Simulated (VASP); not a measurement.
Method: revTPSS meta-GGA, VASP's PBE PAW potentials (set 64) (plane waves; VASP).

VASP input:

### KPOINTS
```
Automatic mesh
0
Gamma
10 10 10
0 0 0
```

### INCAR
```
ALGO=Normal
EDIFF=1E-7
ENCUT=520
ISIF=2
ISMEAR=-5
ISPIN=2
LASPH=.True.
LCHARG=.False.
LEFG=.True.
LMAXMIX=4
LMIXTAU=.True.
LORBIT=11
LREAL=.False.
LWAVE=.False.
MAGMOM=2.9 0.7 0.7 0.7
METAGGA=RTPSS
NEDOS=601
NELM=100
PREC=Accurate
SYSTEM=Ni3Fe
```

KPOINTS_OPT:
```
k-points along high-symmetry lines
10
Line-mode
Reciprocal
  0.000000   0.000000   0.000000 ! GAMMA
  0.000000   0.500000   0.000000 ! X

  0.000000   0.500000   0.000000 ! X
  0.500000   0.500000   0.000000 ! M

  0.500000   0.500000   0.000000 ! M
  0.000000   0.000000   0.000000 ! GAMMA

  0.000000   0.000000   0.000000 ! GAMMA
  0.500000   0.500000   0.500000 ! R

  0.500000   0.500000   0.500000 ! R
  0.000000   0.500000   0.000000 ! X

  0.500000   0.500000   0.500000 ! R
  0.500000   0.500000   0.000000 ! M
```

**POSCAR**
```
Ni3Fe
1.0
  3.4905369507   0.0000000000   0.0000000000
  0.0000000000   3.4905369507   0.0000000000
  0.0000000000   0.0000000000   3.4905369507
Fe Ni
1 3
Cartesian
  0.0000000000   0.0000000000   0.0000000000
  0.0000000000   1.7452684754   1.7452684754
  1.7452684754   0.0000000000   1.7452684754
  1.7452684754   1.7452684754   0.0000000000
```

POTCAR, in this order: Fe Ni (PBE.64 set). Program: vasp_std.

Question: What will the output report for the number of irreducible k-points (NKPTS), largest plane-wave count, number of space-group operations, FFT grid (NGX, NGY, NGZ)?

Answer: 
```
Item                                          Result
--------------------------------------  ------------
number of irreducible k-points (NKPTS)            56
largest plane-wave count                        1189
number of space-group operations                  48
FFT grid (NGX, NGY, NGZ)                28 × 28 × 28
```

The compound is Ni3Fe in the L1_2 structure. It was relaxed first.
